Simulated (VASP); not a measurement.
RuRh:

```
Ru Rh
1.0
     2.72182    0.00000    0.00000
    -1.36091    2.35716    0.00000
     0.00000    0.00000    4.33272
Ru Rh
1 1
Direct
  0.00000 0.00000 0.50000
  0.66667 0.33333 0.00000
```

The cell comes from a database or a generator and needn't be the stable form of this composition.

```yaml
Program: VASP 6.6.1
Task: relaxation of cell and atoms
Functional: PBEsol
Potentials_or_basis: VASP PAW PBE potentials, release 64 (Ru_pv, Rh_pv)
Cutoff: 600 eV
k_mesh: 18 × 18 × 10
Occupations: gaussian, width 0.1 eV
Spin: no spin polarisation
```

At the start: pressure -10.7 GPa; volume 13.90 Å³/atom.

Q: Where does the relaxation end?

A: Over 14 steps the energy falls by 17.2 meV/atom and the volume is 13.40 Å³/atom (-3.6 %); space group P-6m2 (No. 187, to 0.05 Å).

Step by step:
```tsv
step	energy change (eV)	largest force (eV/Å)	pressure (GPa)	volume (Å³)
1	0.0000	0.0000	-10.73	27.80
2	0.2754	0.0000	42.34	24.22
3	-0.0343	0.0000	-0.48	26.85
4	-0.0343	0.0000	-0.10	26.81
5	-0.0343	0.0000	0.14	26.80
6	-0.0343	0.0000	-0.33	26.83
7	-0.0343	0.0000	-0.04	26.81
8	-0.0343	0.0000	-0.08	26.82
9	-0.0343	0.0000	-0.12	26.82
10	-0.0343	0.0000	0.24	26.79
11	-0.0344	0.0000	0.04	26.81
12	-0.0344	0.0000	0.06	26.81
13	-0.0344	0.0000	-0.05	26.81
14	-0.0344	0.0000	-0.02	26.81
```

Final structure:
```
CELL_PARAMETERS angstrom
2.68888 0.00000 0.00000
-1.34444 2.32864 0.00000
0.00000 0.00000 4.28176
ATOMIC_POSITIONS crystal
Ru 0.00000 0.00000 0.50000
Rh 0.66667 0.33333 0.00000
```

Caveat: the PAW data sets were made with another functional, which shifts forces and pressure a little.
